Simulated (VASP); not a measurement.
Output of a VASP run:

### OSZICAR
```
       N       E                     dE             d eps       ncg     rms          rms(c)
DAV:   1     0.334048940467E+01    0.33405E+01   -0.40094E+03   776   0.726E+02
DAV:   2    -0.703764329102E+00   -0.40443E+01   -0.39935E+01   944   0.474E+01
DAV:   3    -0.740865675899E+00   -0.37101E-01   -0.37009E-01  1168   0.488E+00
DAV:   4    -0.740982620172E+00   -0.11694E-03   -0.11693E-03  1024   0.198E-01
DAV:   5    -0.740982653072E+00   -0.32901E-07   -0.32924E-07  1040   0.411E-03    0.111E+01
DAV:   6    -0.865136455296E+00   -0.12415E+00   -0.27390E-02   752   0.986E-01    0.662E+00
DAV:   7    -0.872343024569E+00   -0.72066E-02   -0.94366E-03   856   0.842E-01    0.981E-02
DAV:   8    -0.872384318792E+00   -0.41294E-04   -0.16644E-04   912   0.134E-01    0.375E-02
DAV:   9    -0.872399819782E+00   -0.15501E-04   -0.70674E-05  1024   0.792E-02    0.212E-02
DAV:  10    -0.872398671408E+00    0.11484E-05   -0.98363E-07   720   0.892E-03    0.413E-03
DAV:  11    -0.872397781865E+00    0.88954E-06   -0.19273E-06   792   0.119E-02
   1 F= -.87239778E+00 E0= -.87195213E+00  d E =-.891310E-03
```

OUTCAR:
```
------------------------ aborting loop because EDIFF is reached ----------------------------------------
  FORCE on cell =-STRESS in cart. coord.  units (eV):
  Direction    XX          YY          ZZ          XY          YZ          ZX
  --------------------------------------------------------------------------------------
  Total        1.3352059      1.3352059      1.3352059      0.0000000      0.0000000      0.0000000
  in kB       48.9978038     48.9978038     48.9978038      0.0000000      0.0000000      0.0000000
  external PRESSURE =      48.9978038 kB  Pullay stress =       0.0000000 kB
  volume of cell :       43.66
      direct lattice vectors                 reciprocal lattice vectors
     0.000000000  2.794800000  2.794800000    -0.178903678  0.178903678  0.178903678
     2.794800000  0.000000000  2.794800000     0.178903678 -0.178903678  0.178903678
     2.794800000  2.794800000  0.000000000     0.178903678  0.178903678 -0.178903678
 POSITION                                       TOTAL-FORCE (eV/Angst)
 -----------------------------------------------------------------------------------
      0.00000      0.00000      0.00000         0.000000      0.000000      0.000000
 -----------------------------------------------------------------------------------
    total drift:                               -0.000000     -0.000000     -0.000000
  FREE ENERGIE OF THE ION-ELECTRON SYSTEM (eV)
  ---------------------------------------------------
  free  energy   TOTEN  =        -0.8723977819 eV

  energy  without entropy=       -0.8715064715  energy(sigma->0) =       -0.87195213
```
(Selected blocks of OUTCAR.)

### POSCAR
```
Yb
1
    0.0000000000     2.7948000000     2.7948000000
    2.7948000000     0.0000000000     2.7948000000
    2.7948000000     2.7948000000     0.0000000000
Yb
1
Direct
  0.0000000000   0.0000000000   0.0000000000
```

**Question.** Reconstruct the remaining input files.

**Answer.** Several could match; the one computed here: the input of the run itself, PBE GGA, plane waves, VASP's PBE PAW potentials (set 64).

KPOINTS:
```
Regular mesh
0
G
  10 10 10
0 0 0
```

### INCAR
```
ISMEAR = 0
LWAVE = .FALSE.
LREAL = .FALSE.   ! projection in real space or not
SYSTEM = Yb
EDIFF = 1E-6   ! SCF stop (eV)
ISIF = 2
PREC = Accurate
GGA = PE
ENCUT = 400   ! plane-wave cut-off (eV)
NELM = 100
LMAXMIX = 6   ! l cut-off of mixed one-centre charges
SIGMA = 0.05
ALGO = Normal   ! blocked Davidson
NELECT = 8.5
LASPH = .TRUE.
LCHARG = .FALSE.
```

POTCAR, in this order: Yb_2 (PBE.64 set). Program: vasp_std.

The 4f electrons are frozen in the core of the lanthanide potential, so 4f levels, which can set the real gap, and their magnetism are missing. The cell is charged, with a uniform compensating background.

The compound is Yb in the fcc structure. The cell was not relaxed at this level. The run is one of a series of settings (ISMEAR = 0, NELECT = 8.5, SIGMA = 0.05 against the base run), some of them coarse on purpose.
